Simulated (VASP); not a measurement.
Given:

```yaml
crystal:
  lattice:
    - [-1.67820, 1.67820, 3.80096]
    - [1.67820, -1.67820, 3.80096]
    - [1.67820, 1.67820, -3.80096]
  atoms:
    - { symbol: Co, position: [0.70792, 0.70792, 0.00000] }
    - { symbol: Co, position: [0.45792, 0.95792, 0.50000] }
    - { symbol: Si, position: [0.20808, 0.20808, 0.00000] }
    - { symbol: Si, position: [0.95808, 0.45808, 0.50000] }
```

Method: PBEsol GGA, VASP's PBE PAW potentials (set 64) (plane waves; VASP). Settings: 480 eV cut-off, 12×12×12 Γ-centred mesh, first-order Methfessel-Paxton smearing of 0.10 eV, potentials Co Si.

**Question.** Give the stress tensor in GPa (positive for a compressed cell).

**Answer.** 
```
-5.46   0.00   0.00
 0.00  -5.46   0.00
 0.00   0.00  -2.81
```
The pressure is its mean diagonal, -4.58 GPa.

The structure was generated: CoSi was put into the NbAs type (I4_1md), which need not be its known phase. This cell was strained or had an atom moved on purpose. The run is not spin-polarised, so no magnetic state was tried.
